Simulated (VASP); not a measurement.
Computed with PBE GGA, VASP's PBE PAW potentials (set 64) (plane waves; VASP 6.6.1).

VASP ran on this input.

**INCAR**
```
ALGO=Normal
EDIFF=1E-6
ENCUT=400
GGA=PE
ISIF=2
ISMEAR=1
LASPH=T
LCHARG=F
LMAXMIX=4
LREAL=F
LWAVE=F
NELM=100
PREC=Accurate
SIGMA=0.1
SYSTEM=Cs
```

### POSCAR
```
Cs
1
   -3.1110000000     3.1110000000     3.1110000000
    3.1110000000    -3.1110000000     3.1110000000
    3.1110000000     3.1110000000    -3.1110000000
Cs
1
Direct
  0.0000000000   0.0000000000   0.0000000000
```

### KPOINTS
```
Automatic mesh
0
gamma
  12 12 12
```

POTCAR, in this order: Cs_sv (PBE.64 set). Program: vasp_std.

Gaps are read on the run's mesh, which can miss a band edge. Unless said otherwise, spin-orbit coupling is left out, though it shifts the bands of the heavy elements here.

Task: Predict the energy per atom (σ→0), band gap (on the k-mesh).

Result: 
```yaml
energy per atom (σ→0): -0.847 eV/atom
band gap (on the k-mesh): none (metal, semimetal or under 0.01 eV)
```

OSZICAR:
```
...
DAV:   4    -0.845681259816E+00   -0.53334E-01   -0.53332E-01  2128   0.584E+00
DAV:   5    -0.845756793802E+00   -0.75534E-04   -0.75534E-04  1584   0.122E-01    0.132E-01
DAV:   6    -0.846497531927E+00   -0.74074E-03   -0.13607E-03  2024   0.213E-01    0.910E-02
DAV:   7    -0.847626536518E+00   -0.11290E-02   -0.38019E-03  1384   0.366E-01    0.358E-02
DAV:   8    -0.847714985782E+00   -0.88449E-04   -0.13272E-04  1784   0.866E-02    0.413E-03
DAV:   9    -0.847716579109E+00   -0.15933E-05   -0.32134E-06  1904   0.106E-02    0.268E-03
DAV:  10    -0.847715995185E+00    0.58392E-06   -0.88930E-07  1696   0.496E-03
   1 F= -.84771600E+00 E0= -.84721216E+00  d E =-.151152E-02
```

The compound is Cs in the bcc structure. The cell was not relaxed at this level. The run is one of a series of settings (KPOINTS 12×12×12 Γ-centred mesh against the base run), some of them coarse on purpose.
